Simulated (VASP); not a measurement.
Consider the following.

```
CELL_PARAMETERS angstrom
      0.00000     1.90843     1.90843
      1.90843     0.00000     1.90843
      1.90843     1.90843     0.00000
ATOMIC_POSITIONS crystal
  Rh 0.00000 0.00000 0.00000
```

These are PBEsol GGA, VASP's PBE PAW potentials (set 64) (plane waves; VASP) values and carry that method's errors. Run with 520 eV cut-off, 16×16×16 Γ-centred mesh, first-order Methfessel-Paxton smearing of 0.10 eV, potentials Rh_pv.

### Question
Predict the energy per atom (σ→0), pressure, band gap (on the k-mesh) with the smallest direct gap where there is one.

### Answer

| Item | Value |
|---|---|
| band gap (on the k-mesh) | none (metal, semimetal or under 0.01 eV) |
| energy per atom (σ→0) | -784.1 kJ/mol-atom |
| pressure | -8.06 GPa |

Only differences to runs with the same potentials and settings are physical.

The compound is Rh in the fcc structure. This cell is one point of a volume scan, at 1.03 of the reference volume.
